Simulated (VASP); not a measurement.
Given:

```
CELL_PARAMETERS angstrom
      1.88953    -3.27277     0.00000
      1.88953     3.27277     0.00000
      0.00000     0.00000     4.81587
ATOMIC_POSITIONS crystal
  Pt 0.00000 0.00000 0.00000
  Se 0.33333 0.66667 0.26521
  Se 0.66667 0.33333 0.73479
```

Calculation: LDA (Ceperley-Alder, Perdew-Zunger), VASP's LDA PAW potentials (set 64) (plane waves; VASP 6.6.1). Numerical set-up: 520 eV cut-off, 9×9×7 Γ-centred mesh, first-order Methfessel-Paxton smearing of 0.10 eV, potentials Pt Se.

### Question
The ions and cell shape at fixed volume are relaxed. Which structure does the run end with?

### Answer

```
CELL_PARAMETERS angstrom
      1.87659    -3.25036     0.00000
      1.87659     3.25036     0.00000
      0.00000     0.00000     4.88251
ATOMIC_POSITIONS crystal
  Pt 0.00000 0.00000 0.00000
  Se 0.33333 0.66667 0.25895
  Se 0.66667 0.33333 0.74105
```
Space group P-3m1 (164), at a tolerance of 0.03 Å.

### Question
How much energy does the relaxation gain?

### Answer
The energy (σ→0) changes by -4.3 meV/atom, in 5 ionic steps.

The compound is PtSe2 in the 1T layered structure. This cell is one point of a volume scan, at 1.03 of the reference volume. Symmetry was kept, so distortions that lower it aren't found.
